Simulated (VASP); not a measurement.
COH2, in a box:

```xyz
4
Lattice="12.4948 0.0000 0.0000 0.0000 12.9948 0.0000 0.0000 0.0000 13.4948" Properties=species:S:1:pos:R:3 pbc="T T T"
C     6.2476    6.5466    6.7475
O     6.5983    5.3996    6.9379
H     6.8842    7.4162    7.0430
H     5.2696    6.7936    6.2668
```

Base run:

* Program: VASP 6.6.1
* Functional: RPBE
* Potentials or basis: VASP PAW PBE potentials, release 64 (C, O, H)
* Cutoff: 400 eV
* k mesh: 1 × 1 × 1
* Occupations: gaussian, width 0.01 eV
* Spin: no spin polarisation

Its results: gap between the frontier levels 3.58 eV; largest force 0.388 eV/Å.

Q: After a change of settings the same cell gave: gap between the frontier levels 4.13 eV; largest force 0.661 eV/Å. Which change was it?
A. dispersion from none to D3(BJ)
B. functional from RPBE to PBE
C. functional from RPBE to r2SCAN; dispersion from none to rVV10

A: C.

Caveats: the standard files for N, O and F lose accuracy on very short bonds; the PAW data sets were made with another functional, which shifts forces and pressure a little.
